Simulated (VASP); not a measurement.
Method: PBE GGA, VASP's PBE PAW potentials (set 64) (plane waves; VASP).

A VASP calculation is set up with these files.

### INCAR
```
ALGO  =  Normal
EDIFF  =  1E-7
EDIFFG  =  -0.01
ENCUT  =  480
GGA  =  PE
IBRION  =  2
ISIF  =  2
ISMEAR  =  1
LASPH  =  .True.
LCHARG  =  .False.
LMAXMIX  =  6
LREAL  =  .False.
LWAVE  =  .False.
NELM  =  100
NSW  =  30
PREC  =  Accurate
SIGMA  =  0.1
SYSTEM  =  Dy
```

**KPOINTS**
```
Automatic mesh
0
Gamma
10 10 6
0 0 0
```

**POSCAR**
```
Dy
1.0
  1.7877140825  -3.0964114172   0.0000000000
  1.7877140825   3.0964114172   0.0000000000
  0.0000000000   0.0000000000   5.5069361750
Dy
2
Cart
  1.7877140825   1.0321392033   1.3767340437
  1.7877140825  -1.0321392033   4.1302021312
```

POTCAR, in this order: Dy_3 (PBE.64 set). Program: vasp_std.

The 4f electrons are frozen in the core of the lanthanide potential, so 4f levels, which can set the real gap, and their magnetism are missing.

Q: Predict the energy per atom (σ→0), pressure, band gap (on the k-mesh).

A: 
```yaml
energy per atom (σ→0): -4.528 eV/atom
band gap (on the k-mesh): none (metal, semimetal or under 0.01 eV)
pressure: 2.12 GPa
```

OSZICAR:
```
...
DAV:   8    -0.905563877639E+01    0.29472E-03   -0.23224E-03  1831   0.402E-01    0.671E-02
DAV:   9    -0.905565003214E+01   -0.11256E-04   -0.21576E-04  1834   0.134E-01    0.317E-02
DAV:  10    -0.905564340893E+01    0.66232E-05   -0.32798E-05  1884   0.468E-02    0.361E-02
DAV:  11    -0.905564428045E+01   -0.87152E-06   -0.33307E-06  1686   0.157E-02    0.123E-03
DAV:  12    -0.905564455675E+01   -0.27630E-06   -0.39034E-07  1716   0.583E-03    0.375E-03
DAV:  13    -0.905564440752E+01    0.14923E-06   -0.53691E-08   958   0.206E-03    0.420E-04
DAV:  14    -0.905564440620E+01    0.13197E-08   -0.83524E-09   923   0.105E-03
   1 F= -.90556444E+01 E0= -.90562483E+01  d E =-.905564E+01
```

The compound is Dy in the hcp structure. This cell was strained or had an atom moved on purpose.
